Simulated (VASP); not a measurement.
Input:

```yaml
crystal:
  lattice:
    - [-2.65786, 2.65786, 2.65786]
    - [2.65786, -2.65786, 2.65786]
    - [2.65786, 2.65786, -2.65786]
  atoms:
    - { symbol: K, position: [0.00000, 0.00000, 0.00000] }
```

Method: revTPSS meta-GGA, VASP's PBE PAW potentials (set 64) (plane waves; VASP). Numerical set-up: 520 eV cut-off, 11×11×11 Γ-centred mesh, tetrahedra with Blöchl corrections, potentials K_sv.

**Question.** Tabulate the total density of states (states/eV per cell) against energy (eV; zero at the valence-band maximum or, without a gap, the Fermi level).

**Answer.** 
```
E (eV) | DOS (states/eV)
    -9.93 |  0.00
    -9.40 |  0.00
    -8.77 |  0.00
    -8.24 |  0.00
    -7.71 |  0.00
    -7.19 |  0.00
    -6.55 |  0.00
    -6.03 |  0.00
    -5.50 |  0.00
    -4.86 |  0.00
    -4.33 |  0.00
    -3.81 |  0.00
    -3.17 |  0.00
    -2.65 |  0.00
    -2.12 |  0.02
    -1.59 | ##### 0.32
    -0.95 | ######## 0.52
    -0.43 | ########### 0.67
     0.10 | ############## 0.89
     0.73 | ################ 1.02
     1.26 | ######################## 1.50
     1.79 | #################### 1.22
     2.32 | #################### 1.27
     2.95 | ############################## 1.86
     3.48 | ########################## 1.59
```
Within 2 eV below the Fermi level the largest weight inside VASP's projection spheres is K s, then K p.

The compound is K in the bcc structure. It was relaxed first.
